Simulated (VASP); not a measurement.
Output of a VASP run:

File OUTCAR:
```
 ion  position               nearest neighbor table
   1  0.500  0.500  0.500-   2 2.51   2 2.51   2 2.51   2 2.51   2 2.51   2 2.51   2 2.51   2 2.51
  LATTYP: Found a simple cubic cell.
 ALAT       =     2.8926903333
 Subroutine PRICEL returns:
 Original cell was already a primitive cell.
 Subroutine GETGRP returns: Found 48 space group operations
The static configuration has the point symmetry O_h .
The dynamic configuration has the point symmetry O_h .
 Subroutine INISYM returns: Found 48 space group operations
 Subroutine IBZKPT returns following result:
 Found     84 irreducible k-points:

 Following reciprocal coordinates:
            Coordinates               Weight
  0.000000  0.000000  0.000000      1.000000
  0.083333  0.000000  0.000000      6.000000
  0.166667  0.000000  0.000000      6.000000
  0.250000  0.000000  0.000000      6.000000
  0.333333  0.000000  0.000000      6.000000
  0.416667  0.000000  0.000000      6.000000
  0.500000  0.000000  0.000000      3.000000
  0.083333  0.083333  0.000000     12.000000
  0.166667  0.083333  0.000000     24.000000
  0.250000  0.083333  0.000000     24.000000
  0.333333  0.083333  0.000000     24.000000
  0.416667  0.083333  0.000000     24.000000
  0.500000  0.083333  0.000000     12.000000
  0.166667  0.166667  0.000000     12.000000
  0.250000  0.166667  0.000000     24.000000
  0.333333  0.166667  0.000000     24.000000
  0.416667  0.166667  0.000000     24.000000
  0.500000  0.166667  0.000000     12.000000
  0.250000  0.250000  0.000000     12.000000
  0.333333  0.250000  0.000000     24.000000
  0.416667  0.250000  0.000000     24.000000
  0.500000  0.250000  0.000000     12.000000
  0.333333  0.333333  0.000000     12.000000
  0.416667  0.333333  0.000000     24.000000
  0.500000  0.333333  0.000000     12.000000
  0.416667  0.416667  0.000000     12.000000
  0.500000  0.416667  0.000000     12.000000
  0.500000  0.500000  0.000000      3.000000
  0.083333  0.083333  0.083333      8.000000
  0.166667  0.083333  0.083333     24.000000
  0.250000  0.083333  0.083333     24.000000
  0.333333  0.083333  0.083333     24.000000
  0.416667  0.083333  0.083333     24.000000
  0.500000  0.083333  0.083333     12.000000
  0.166667  0.166667  0.083333     24.000000
  0.250000  0.166667  0.083333     48.000000
  0.333333  0.166667  0.083333     48.000000
  0.416667  0.166667  0.083333     48.000000
  0.500000  0.166667  0.083333     24.000000
  0.250000  0.250000  0.083333     24.000000
   k-points           NKPTS =     84   k-points in BZ     NKDIM =     84   number of bands    NBANDS=     10
   number of dos      NEDOS =    301   number of ions     NIONS =      2
   total plane-waves  NPLWV =  13824
   dimension x,y,z NGX =    24 NGY =   24 NGZ =   24
   dimension x,y,z NGXF=    48 NGYF=   48 NGZF=   48
   ions per type =               1   1
   PREC   = accura    normal or accurate (medium, high low for compatibility)
   ISTART =      0    job   : 0-new  1-cont  2-samecut
   ICHARG =      2    charge: 1-file 2-atom 10-const
   ISPIN  =      1    spin polarized calculation?
   LNONCOLLINEAR =      F non collinear calculations
   LSORBIT =      F    spin-orbit coupling
   INIWAV =      1    electr: 0-lowe 1-rand  2-diag
   ENCUT  =  480.0 eV  35.28 Ry    5.94 a.u.   5.17  5.17  5.17*2*pi/ulx,y,z
   NELM   =    100;   NELMIN=  2; NELMDL= -5     # of ELM steps
   EDIFF  = 0.1E-06   stopping-criterion for ELM
   LREAL  =      F    real-space projection
   NLSPLINE    = F    spline interpolate recip. space projectors
   LMAXMIX     =    4 max onsite mixed and CHGCAR
   VOSKOWN=      0    Vosko Wilk Nusair interpolation
   EDIFFG = -.1E-01   stopping-criterion for IOM
   NSW    =     40    number of steps for IOM
   NBLOCK =      1;   KBLOCK =     40    inner block; outer block
   IBRION =      2    ionic relax: 0-MD 1-quasi-New 2-CG
   NFREE  =      1    steps in history (QN), initial steepest desc. (CG)
...
```

File OSZICAR:
```
...
DAV:   9    -0.105368950728E+02    0.13549E-01   -0.55686E-02  1946   0.384E+00    0.184E-01
DAV:  10    -0.105365200394E+02    0.37503E-03   -0.17487E-03  1952   0.669E-01    0.719E-02
DAV:  11    -0.105365175510E+02    0.24884E-05   -0.47978E-05  1918   0.667E-02    0.248E-02
DAV:  12    -0.105365159178E+02    0.16331E-05   -0.53853E-06  2022   0.440E-02    0.319E-03
DAV:  13    -0.105365154607E+02    0.45711E-06   -0.13572E-07  1096   0.388E-03    0.166E-03
DAV:  14    -0.105365154439E+02    0.16864E-07   -0.18778E-07   926   0.609E-03
   1 F= -.82703766E+01 E0= -.82703557E+01  d E =-.827038E+01
       N       E                     dE             d eps       ncg     rms          rms(c)
DAV:   1    -0.175781206375E+02   -0.70416E+01   -0.90543E+01  1868   0.172E+02    0.271E+01
DAV:   2    -0.210785771631E+02   -0.35005E+01   -0.21682E+02  1814   0.275E+02    0.282E+01
DAV:   3    -0.103224152043E+02    0.10756E+02   -0.43861E+01  1828   0.134E+02    0.678E+00
DAV:   4    -0.101995046484E+02    0.12291E+00   -0.15156E+00  2178   0.186E+01    0.474E+00
DAV:   5    -0.101571634570E+02    0.42341E-01   -0.12931E-01  1860   0.447E+00    0.155E+00
DAV:   6    -0.101482497480E+02    0.89137E-02   -0.56360E-02  1854   0.433E+00    0.295E-01
DAV:   7    -0.101484379787E+02   -0.18823E-03   -0.85403E-04  1808   0.339E-01    0.140E-01
DAV:   8    -0.101483679314E+02    0.70047E-04   -0.54715E-04  1892   0.419E-01    0.261E-02
DAV:   9    -0.101483675863E+02    0.34512E-06   -0.10510E-05  1880   0.340E-02    0.198E-02
DAV:  10    -0.101483677014E+02   -0.11510E-06   -0.22053E-06  1910   0.252E-02    0.409E-03
DAV:  11    -0.101483677173E+02   -0.15885E-07   -0.31376E-08   864   0.203E-03
   2 F= -.82321387E+01 E0= -.82322917E+01  d E =0.382379E-01
       N       E                     dE             d eps       ncg     rms          rms(c)
DAV:   1    -0.123501491185E+02   -0.22018E+01   -0.26423E+01  1768   0.105E+02    0.119E+01
DAV:   2    -0.129369530210E+02   -0.58680E+00   -0.48371E+01  1880   0.126E+02    0.127E+01
DAV:   3    -0.105525643062E+02    0.23844E+01   -0.19323E+01  1922   0.769E+01    0.328E+00
DAV:   4    -0.104889850025E+02    0.63579E-01   -0.22325E-01  2096   0.772E+00    0.188E+00
DAV:   5    -0.104588490018E+02    0.30136E-01   -0.50715E-02  2460   0.280E+00    0.230E-01
DAV:   6    -0.104587593823E+02    0.89619E-04   -0.21000E-03  2300   0.610E-01    0.934E-02
DAV:   7    -0.104588074533E+02   -0.48071E-04   -0.61258E-05  2268   0.876E-02    0.228E-02
DAV:   8    -0.104588051657E+02    0.22875E-05   -0.82612E-06  2150   0.419E-02    0.603E-03
DAV:   9    -0.104588051666E+02   -0.83946E-09   -0.18400E-07   978   0.550E-03
   3 F= -.83615056E+01 E0= -.83615995E+01  d E =-.911290E-01
       N       E                     dE             d eps       ncg     rms          rms(c)
DAV:   1    -0.104561742934E+02    0.26309E-02   -0.82435E-03  1784   0.175E+00    0.228E-01
DAV:   2    -0.104566888312E+02   -0.51454E-03   -0.20886E-02  1868   0.254E+00    0.267E-01
DAV:   3    -0.104555624865E+02    0.11263E-02   -0.78807E-03  1856   0.159E+00    0.334E-02
DAV:   4    -0.104555487448E+02    0.13742E-04   -0.50274E-05  1714   0.778E-02    0.568E-03
DAV:   5    -0.104555484534E+02    0.29137E-06   -0.25988E-06  2478   0.239E-02    0.208E-03
DAV:   6    -0.104555482616E+02    0.19183E-06   -0.94929E-08   962   0.386E-03    0.333E-04
DAV:   7    -0.104555482468E+02    0.14713E-07   -0.99919E-09   852   0.153E-03
   4 F= -.83615370E+01 E0= -.83616344E+01  d E =-.911604E-01
```

OUTCAR:
```
------------------------ aborting loop because EDIFF is reached ----------------------------------------
  FORCE on cell =-STRESS in cart. coord.  units (eV):
  Direction    XX          YY          ZZ          XY          YZ          ZX
  --------------------------------------------------------------------------------------
  Total        2.1005336      2.1005336      2.1005336      0.0000000     -0.0000000     -0.0000000
  in kB      150.4672149    150.4672149    150.4672149      0.0000000     -0.0000000     -0.0000000
  external PRESSURE =       0.4672149 kB  Pullay stress =     150.0000000 kB
  volume of cell :       22.37
      direct lattice vectors                 reciprocal lattice vectors
     2.817514175 -0.000000000  0.000000000     0.354922793  0.000000000  0.000000000
    -0.000000000  2.817514175  0.000000000     0.000000000  0.354922793  0.000000000
    -0.000000000 -0.000000000  2.817514175    -0.000000000 -0.000000000  0.354922793
 POSITION                                       TOTAL-FORCE (eV/Angst)
 -----------------------------------------------------------------------------------
      1.40876      1.40876      1.40876        -0.000000      0.000000      0.000000
      0.00000      0.00000      0.00000         0.000000     -0.000000      0.000000
 -----------------------------------------------------------------------------------
    total drift:                                0.000000      0.000000      0.000000
  FREE ENERGIE OF THE ION-ELECTRON SYSTEM (eV)
  ---------------------------------------------------
  free  energy   TOTEN  =       -10.4555482468 eV

  energy  without entropy=      -10.4558405160  energy(sigma->0) =      -10.45564567
  enthalpy is  TOTEN    =        -8.3615370208 eV   P V=        2.0940112260

 reached required accuracy - stopping structural energy minimisation
```
(Selected blocks of OUTCAR.)

**POSCAR**
```
NiAl
1
    2.8926903333    -0.0000000000    -0.0000000000
    0.0000000000     2.8926903333     0.0000000000
    0.0000000000    -0.0000000000     2.8926903333
Al Ni
1 1
Direct
  0.5000000000   0.5000000000   0.5000000000
  0.0000000000   0.0000000000   0.0000000000
```

Question: Write an INCAR and KPOINTS that could have produced this output.

Answer: This is not unique; one that fits is the input of the run itself, PBE GGA, plane waves, VASP's PBE PAW potentials (set 64).

INCAR:
```
SYSTEM = NiAl
PREC = Accurate; ENCUT = 480; LREAL = .FALSE.
LASPH = .TRUE.
EDIFF = 1E-7; NELM = 100; ALGO = Normal
LMAXMIX = 4
ISMEAR = 1; SIGMA = 0.1
GGA = PE
IBRION = 2; NSW = 40; ISIF = 3
EDIFFG = -0.01; PSTRESS = 150
LWAVE = .FALSE.; LCHARG = .FALSE.
```

KPOINTS:
```
Automatic mesh
0
Gamma
12 12 12
0 0 0
```

POTCAR, in this order: Al Ni (PBE.64 set). Program: vasp_std.

Energy and stress use the plane-wave basis of the starting cell.

The compound is NiAl in the CsCl type structure. This run relaxes it under an external pressure of 15 GPa. Symmetry was kept, so distortions that lower it aren't found. The run is not spin-polarised, so no magnetic state was tried. The electron count is odd and the run is not spin-polarised, which forces a metal.
